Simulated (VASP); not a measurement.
Consider the following.

```
AgScSe2
1.0
    3.81778     0.00000     0.00000
   -1.90889     3.30629     0.00000
    0.00000     0.00000     6.36380
Sc Ag Se
1 1 2
Direct
  0.00000   0.00000   0.00000
  0.00000   0.00000   0.50000
  0.33333   0.66667   0.23956
  0.66667   0.33333   0.76044
```

These are LDA (Ceperley-Alder, Perdew-Zunger), VASP's LDA PAW potentials (set 64) (plane waves; VASP) values and carry that method's errors. Numerical set-up: 530 eV cut-off, 6×6×3 Γ-centred mesh, Gaussian smearing of 0.050 eV, potentials Sc_sv Ag Se.

Q: Give the elastic stiffness tensor with the ions relaxed (GPa, in the frame of the cell).

A: 
```
      xx    yy    zz    yz    xz    xy
--  ----  ----  ----  ----  ----  ----
xx   126  60.1  64.1  -1.1   0.0   0.0
yy  60.1   126  64.1   1.1   0.0   0.0
zz  64.1  64.1   138   0.0   0.0   0.0
yz  -1.1   1.1   0.0  23.2   0.0   0.0
xz   0.0   0.0   0.0   0.0  23.2  -1.1
xy   0.0   0.0   0.0   0.0  -1.1  33.1
```

Q: Estimate the Hill bulk modulus, Hill shear modulus, Young's modulus, Poisson's ratio.

A: 
```json
{
 "hill_bulk_modulus": "85.1 GPa",
 "hill_shear_modulus": "289 kbar",
 "Young's modulus": "77.9 GPa",
 "Poisson's ratio": "0.348"
}
```

The structure comes from a computed database's ScAgSe2 entry (P-3m1); how it stands against other phases isn't given here. It was relaxed first, which changed the volume by -8 %.
